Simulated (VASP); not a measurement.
Computed with PBE GGA, VASP's PBE PAW potentials (set 64) (plane waves; VASP).

VASP ran on this input.

### KPOINTS
```
Automatic mesh
0
G
  8 8 7
0 0 0
```

POSCAR:
```
ZrB2
1
    1.5850000000    -2.7453010000     0.0000000000
    1.5850000000     2.7453010000     0.0000000000
    0.0000000000     0.0000000000     3.5300000000
Zr B
1 2
Direct
  0.0000000000   0.0000000000   0.0000000000
  0.3333330000   0.6666670000   0.5000000000
  0.6666670000   0.3333330000   0.5000000000
```

INCAR:
```
# general
SYSTEM  = ZrB2
PREC    = Accurate
ENCUT   = 520
LREAL   = .FALSE.
LASPH   = .TRUE.

# electronic loop
EDIFF   = 1E-6
NELM    = 100
ALGO    = Normal
LMAXMIX = 4

# smearing
ISMEAR  = 1
SIGMA   = 0.1

# functional
GGA     = PE

# ions
ISIF    = 2

# output
LWAVE   = .FALSE.
LCHARG  = .FALSE.
```

POTCAR, in this order: Zr_sv B (PBE.64 set). Program: vasp_std.

Task: Predict the energy per atom (σ→0), pressure, band gap (on the k-mesh).

Result: 
```yaml
energy per atom (σ→0): -8.325 eV/atom
band gap (on the k-mesh): none (metal, semimetal or under 0.01 eV)
pressure: 1.11 GPa
```

OSZICAR:
```
...
DAV:   6    -0.250087576066E+02    0.26539E+01   -0.77671E+00  1250   0.198E+01    0.879E+00
DAV:   7    -0.249779131748E+02    0.30844E-01   -0.88557E-01  1583   0.616E+00    0.314E+00
DAV:   8    -0.249786551547E+02   -0.74198E-03   -0.91573E-02  1241   0.285E+00    0.787E-01
DAV:   9    -0.249761509476E+02    0.25042E-02   -0.15397E-02  1346   0.103E+00    0.143E-01
DAV:  10    -0.249761135492E+02    0.37398E-04   -0.82808E-04  1319   0.269E-01    0.439E-02
DAV:  11    -0.249761267901E+02   -0.13241E-04   -0.27166E-05  1374   0.627E-02    0.137E-02
DAV:  12    -0.249761269751E+02   -0.18499E-06   -0.20544E-06  1027   0.163E-02
   1 F= -.24976127E+02 E0= -.24975978E+02  d E =-.448288E-03
```

The compound is ZrB2 in the AlB2 type structure. The cell was not relaxed at this level.
